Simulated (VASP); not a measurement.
Given:

```yaml
crystal:
  lattice:
    - [3.07578, -1.71837, -0.04430]
    - [3.07578, 1.71837, -0.04430]
    - [-0.67992, 0.00000, 4.44524]
  atoms:
    - { symbol: Ca, position: [0.96505, 0.03495, 0.00000] }
    - { symbol: H, position: [0.08438, 0.45469, 0.54933] }
    - { symbol: H, position: [0.54531, 0.91562, 0.45067] }
    - { symbol: O, position: [0.27504, 0.31589, 0.73689] }
    - { symbol: O, position: [0.68411, 0.72496, 0.26311] }
```

All values below come from LDA (Ceperley-Alder, Perdew-Zunger), VASP's LDA PAW potentials (set 64) (plane waves; VASP 6.6.1). Numerical set-up: 520 eV cut-off, Gaussian smearing of 0.050 eV, potentials Ca_sv H O.

### Question
Give the energies of bands 7 to 15 at the high-symmetry points, in eV from the valence-band maximum.

### Answer

| band | Γ | C | Y2 | M2 | D | A | V2 |
|---|---|---|---|---|---|---|---|
| 7 | -5.37 | -4.69 | -4.46 | -4.76 | -4.81 | -4.44 | -4.81 |
| 8 | -4.03 | -4.66 | -4.10 | -4.22 | -4.71 | -4.31 | -4.55 |
| 9 | -1.06 | -1.87 | -2.64 | -1.86 | -1.47 | -1.37 | -1.78 |
| 10 | -0.62 | -1.20 | -0.93 | -1.30 | -1.10 | -1.23 | -1.15 |
| 11 | -0.37 | -1.19 | -0.86 | -0.91 | -0.85 | -1.17 | -0.93 |
| 12 | -0.34 | -0.31 | -0.52 | -0.50 | -0.77 | 0.00 | -0.69 |
| 13 | 4.86 | 6.78 | 5.41 | 6.58 | 7.45 | 6.91 | 5.94 |
| 14 | 7.28 | 7.40 | 7.53 | 8.41 | 7.77 | 6.99 | 7.67 |
| 15 | 7.73 | 7.45 | 8.35 | 8.75 | 8.21 | 7.74 | 9.06 |

The gap is indirect, 4.86 eV, from the valence maximum at A to the conduction minimum at Γ.

The structure comes from a computed database's CaH2O2 entry (C2); how it stands against other phases isn't given here. It was relaxed first, which changed the volume by -17 %.
